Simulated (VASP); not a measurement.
Consider the following.

```
CELL_PARAMETERS angstrom
      3.43950     0.00000     0.00000
     -1.71975     2.97869     0.00000
      0.00000     0.00000     5.35140
ATOMIC_POSITIONS crystal
  Ni 0.00000 0.00000 0.00000
  Ni 0.00000 0.00000 0.50000
  S  0.33333 0.66667 0.25000
  S  0.66667 0.33333 0.75000
```
Starting moments (μB, in the order of the record's atoms Ni Ni S S): 2.0 2.0 0.0 0.0.

These are LDA (Ceperley-Alder, Perdew-Zunger), VASP's LDA PAW potentials (set 64) (plane waves; VASP 6.6.1) values and carry that method's errors. Numerical set-up: 300 eV cut-off, 8×8×4 Γ-centred mesh, Gaussian smearing of 0.050 eV, potentials Ni S.

At this cut-off the stress carries a Pulay error, which pulls relaxed volumes low. The moments were started parallel, and other spin orders were not tried in this run.

### Question
Give the stress tensor in GPa (positive for a compressed cell).

### Answer

```
-12.30    0.00    0.00
  0.00  -12.30    0.00
  0.00    0.00  -17.29
```
The pressure is its mean diagonal, -13.96 GPa.

The structure comes from a measured NiS entry of the Crystallography Open Database, whose conditions weren't checked. The cell was not relaxed at this level.
